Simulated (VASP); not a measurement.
A convergence study with VASP on PbTe (rock salt): one setting is varied, all else stays as given below, so the limit is that of these other settings.

```yaml
crystal:
  lattice:
    - [0.00000, 3.23000, 3.23000]
    - [3.23000, 0.00000, 3.23000]
    - [3.23000, 3.23000, 0.00000]
  atoms:
    - { symbol: Te, position: [0.50000, 0.50000, 0.50000] }
    - { symbol: Pb, position: [0.00000, 0.00000, 0.00000] }
```

Level of theory: PBE GGA, VASP's PBE PAW potentials (set 64) (plane waves; VASP). The tightest run used: 550 eV cut-off, 12×12×12 Monkhorst-Pack mesh, Gaussian smearing of 0.050 eV, potentials Te Pb_d.

Problem. The settings run are 1×1×1 mesh; 2×2×2 mesh; 3×3×3 mesh; 4×4×4 mesh; 5×5×5 mesh; 6×6×6 mesh; 7×7×7 mesh; 8×8×8 mesh; 9×9×9 mesh; 10×10×10 mesh; 11×11×11 mesh; 12×12×12 mesh. From which on does the energy per atom stay within 0.005 eV/atom of the tightest run?

Solution. From 4×4×4 mesh on: it is off by 0.0033 there and by no more than 0.005 in any finer run, while 3×3×3 mesh is off by 0.0240.
```
setting        E (eV/atom)  pressure (GPa)  irreducible k-points  difference judged (eV/atom)
-------------  -----------  --------------  --------------------  ---------------------------
1×1×1 mesh         -0.9493           26.15                     1                       2.8009
2×2×2 mesh         -4.0299            0.32                     2                       0.2797
3×3×3 mesh         -3.7742            2.09                     4                       0.0240
4×4×4 mesh         -3.7535            2.17                    10                       0.0033
5×5×5 mesh         -3.7509            2.14                    10                       0.0007
6×6×6 mesh         -3.7504            2.13                    28                       0.0001
7×7×7 mesh         -3.7508            2.13                    20                       0.0006
8×8×8 mesh         -3.7504            2.13                    60                       0.0002
9×9×9 mesh         -3.7504            2.14                    35                       0.0002
10×10×10 mesh      -3.7503            2.14                   110                       0.0000
11×11×11 mesh      -3.7503            2.14                    56                       0.0000
12×12×12 mesh      -3.7502            2.14                   182                       0.0000
```

Left out are rungs that failed or repeat a setting and relaxations that didn't move; long series are thinned to 24 rows.

The compound is PbTe in the rock salt structure. The cell was not relaxed at this level.
